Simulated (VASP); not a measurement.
All values below come from vdW-DF2, VASP's PBE PAW potentials (set 64) (plane waves; VASP).

The input files of a VASP run:

File KPOINTS:
```
Automatic mesh
0
Gamma
17 17 17
```

### INCAR
```
PREC = Accurate
LORBIT = 11
AGGAC = 0.0
ISMEAR = -5   ! tetrahedra, Bloechl
LCHARG = .True.
LWAVE = .False.
GGA = ML
ISIF = 2   ! forces and stress, cell fixed
LREAL = .False.   ! projection in real space or not
ALGO = Normal
ZAB_VDW = -1.8867
NEDOS = 601   ! DOS grid
LMAXMIX = 6   ! l cut-off of mixed one-centre charges
ENCUT = 520   ! plane-wave cut-off (eV)
SYSTEM = Ta
LUSE_VDW = .True.
NELM = 100   ! most electronic steps
EDIFF = 1E-7
LASPH = .True.   ! aspherical one-centre terms
```

### POSCAR
```
Ta
1.0
 -1.6902845759   1.6902845759   1.6902845759
  1.6902845759  -1.6902845759   1.6902845759
  1.6902845759   1.6902845759  -1.6902845759
Ta
1
Cartesian
  0.0000000000   0.0000000000   0.0000000000
```

POTCAR, in this order: Ta_pv (PBE.64 set). Program: vasp_std.

The resulting files:

OUTCAR:
```
 ion  position               nearest neighbor table
   1  0.000  0.000  0.000-
  LATTYP: Found a body centered cubic cell.
 ALAT       =     3.3805691518
 Subroutine PRICEL returns:
 Original cell was already a primitive cell.
 Subroutine GETGRP returns: Found 48 space group operations
The static configuration has the point symmetry O_h .
The dynamic configuration has the point symmetry O_h .
 Subroutine INISYM returns: Found 48 space group operations
 Subroutine IBZKPT returns following result:
 Found    165 irreducible k-points:

 Following reciprocal coordinates:
            Coordinates               Weight
  0.000000  0.000000  0.000000      1.000000
  0.058824  0.000000  0.000000     12.000000
  0.117647  0.000000  0.000000     12.000000
  0.176471  0.000000  0.000000     12.000000
  0.235294  0.000000  0.000000     12.000000
  0.294118  0.000000  0.000000     12.000000
  0.352941  0.000000  0.000000     12.000000
  0.411765  0.000000  0.000000     12.000000
  0.470588  0.000000  0.000000     12.000000
  0.058824  0.058824  0.000000     24.000000
  0.117647  0.058824  0.000000     48.000000
  0.176471  0.058824  0.000000     48.000000
  0.235294  0.058824  0.000000     48.000000
  0.294118  0.058824  0.000000     48.000000
  0.352941  0.058824  0.000000     48.000000
  0.411765  0.058824 -0.000000     48.000000
  0.470588  0.058824  0.000000     24.000000
  0.117647  0.117647  0.000000     24.000000
  0.176471  0.117647  0.000000     48.000000
  0.235294  0.117647  0.000000     48.000000
  0.294118  0.117647  0.000000     48.000000
  0.352941  0.117647  0.000000     48.000000
  0.411765  0.117647  0.000000     48.000000
  0.176471  0.176471  0.000000     24.000000
  0.235294  0.176471  0.000000     48.000000
  0.294118  0.176471  0.000000     48.000000
  0.352941  0.176471  0.000000     48.000000
  0.411765  0.176471  0.000000     24.000000
  0.235294  0.235294  0.000000     24.000000
  0.294118  0.235294  0.000000     48.000000
  0.352941  0.235294  0.000000     48.000000
  0.294118  0.294118  0.000000     24.000000
  0.352941  0.294118  0.000000     24.000000
  0.058824  0.058824  0.058824      8.000000
  0.117647  0.058824  0.058824     24.000000
  0.176471  0.058824  0.058824     24.000000
  0.235294  0.058824  0.058824     24.000000
  0.294118  0.058824  0.058824     24.000000
  0.352941  0.058824  0.058824     24.000000
  0.411765  0.058824  0.058824     24.000000
   k-points           NKPTS =    165   k-points in BZ     NKDIM =    165   number of bands    NBANDS=      9
   number of dos      NEDOS =    601   number of ions     NIONS =      1
   total plane-waves  NPLWV =  13824
   dimension x,y,z NGX =    24 NGY =   24 NGZ =   24
   dimension x,y,z NGXF=    48 NGYF=   48 NGZF=   48
   ions per type =               1
   PREC   = accura    normal or accurate (medium, high low for compatibility)
   ISTART =      0    job   : 0-new  1-cont  2-samecut
   ICHARG =      2    charge: 1-file 2-atom 10-const
   ISPIN  =      1    spin polarized calculation?
   LNONCOLLINEAR =      F non collinear calculations
   LSORBIT =      F    spin-orbit coupling
   INIWAV =      1    electr: 0-lowe 1-rand  2-diag
   ENCUT  =  520.0 eV  38.22 Ry    6.18 a.u.   5.44  5.44  5.44*2*pi/ulx,y,z
   NELM   =    100;   NELMIN=  2; NELMDL= -5     # of ELM steps
   EDIFF  = 0.1E-06   stopping-criterion for ELM
   LREAL  =      F    real-space projection
   NLSPLINE    = F    spline interpolate recip. space projectors
   LMAXMIX     =    6 max onsite mixed and CHGCAR
   VOSKOWN=      0    Vosko Wilk Nusair interpolation
...
```

### OSZICAR
```
       N       E                     dE             d eps       ncg     rms          rms(c)
DAV:   1     0.502994820355E+02    0.50299E+02   -0.65629E+03  2970   0.115E+03
DAV:   2    -0.758144896068E+01   -0.57881E+02   -0.57100E+02  3859   0.241E+02
DAV:   3    -0.833903797355E+01   -0.75759E+00   -0.72694E+00  3477   0.272E+01
DAV:   4    -0.834627186251E+01   -0.72339E-02   -0.71570E-02  3438   0.203E+00
DAV:   5    -0.834632454588E+01   -0.52683E-04   -0.52335E-04  3324   0.146E-01    0.118E+01
DAV:   6    -0.803521235275E+01    0.31111E+00   -0.40308E-01  3074   0.802E+00    0.553E+00
DAV:   7    -0.795503725498E+01    0.80175E-01   -0.31294E-01  3109   0.680E+00    0.366E-01
DAV:   8    -0.795629521275E+01   -0.12580E-02   -0.56161E-03  3123   0.974E-01    0.637E-02
DAV:   9    -0.795637420640E+01   -0.78994E-04   -0.12642E-04  3130   0.156E-01    0.423E-02
DAV:  10    -0.795636491151E+01    0.92949E-05   -0.47310E-05  3094   0.991E-02    0.488E-03
DAV:  11    -0.795636429350E+01    0.61801E-06   -0.95813E-07  3342   0.150E-02    0.132E-03
DAV:  12    -0.795636384491E+01    0.44859E-06   -0.19640E-08  1798   0.177E-03    0.419E-04
DAV:  13    -0.795636391445E+01   -0.69535E-07   -0.21058E-09  1527   0.627E-04
   1 F= -.79563639E+01 E0= -.79563639E+01  d E =0.000000E+00
```

### OUTCAR
```
------------------------ aborting loop because EDIFF is reached ----------------------------------------
  FORCE on cell =-STRESS in cart. coord.  units (eV):
  Direction    XX          YY          ZZ          XY          YZ          ZX
  --------------------------------------------------------------------------------------
  Total        0.0178170      0.0178170      0.0178170     -0.0000000      0.0000000     -0.0000000
  in kB        1.4777620      1.4777620      1.4777620     -0.0000000      0.0000000     -0.0000000
  external PRESSURE =       1.4777620 kB  Pullay stress =       0.0000000 kB
  volume of cell :       19.32
      direct lattice vectors                 reciprocal lattice vectors
    -1.690284576  1.690284576  1.690284576     0.000000000  0.295808178  0.295808178
     1.690284576 -1.690284576  1.690284576     0.295808178  0.000000000  0.295808178
     1.690284576  1.690284576 -1.690284576     0.295808178  0.295808178  0.000000000
 POSITION                                       TOTAL-FORCE (eV/Angst)
 -----------------------------------------------------------------------------------
      0.00000      0.00000      0.00000        -0.000000      0.000000     -0.000000
 -----------------------------------------------------------------------------------
    total drift:                               -0.000000      0.000000      0.000000
  FREE ENERGIE OF THE ION-ELECTRON SYSTEM (eV)
  ---------------------------------------------------
  free  energy   TOTEN  =        -7.9563639144 eV

  energy  without entropy=       -7.9563639144  energy(sigma->0) =       -7.95636391

 total charge

# of ion       s       p       d       tot
------------------------------------------
    1        0.350   6.147   2.341   8.838
```
(Selected blocks of OUTCAR.)

For a metal the tetrahedron method with Blöchl corrections gives inexact stress and forces.

The compound is Ta in the bcc structure. It was relaxed first, which changed the volume by +8 %.
